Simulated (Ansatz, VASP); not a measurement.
Na2Sb in VASP and in Ansatz

```
Na Sb
1.0
     0.00000    3.70757    3.70757
     3.70757    0.00000    3.70757
     3.70757    3.70757    0.00000
Na Sb
2 1
Cartesian
  1.8538 1.8538 1.8538
  5.5614 5.5614 5.5614
  3.7076 3.7076 3.7076
```

Alike in both runs: functional PBE; k mesh 12 × 12 × 12; occupations gaussian, width 0.1 eV; no spin polarisation.

Ansatz relaxed the structure, and its values are those at the end. VASP's run is a single point on that final structure, the one shown.

|  | VASP | Ansatz |
| --- | --- | --- |
| version | VASP 6.6.1 | Ansatz 0.2.0 |
| potentials or method | VASP PAW PBE potentials, release 64 (Na_pv, Sb) | scalar-relativistic, plane waves, PAW |
| plane-wave cutoff (eV) | 520 | 420 |
| valence electrons in the cell | 19 | 33 |

|  | VASP | Ansatz | Ansatz less VASP |
| --- | --- | --- | --- |
| gap on the k mesh at the Fermi level (eV) | none | none | - |
| pressure (GPa) | 0.0 | 0.0 | -0.02 |

A gap of «none» marks a metal or a gap that the smearing closes. The functional is the same, so the differences come from potentials, cutoffs and numerics. The two sets of potentials don't hold the same shells in valence.

Spin-orbit coupling is left out, which matters for the levels of Sb.
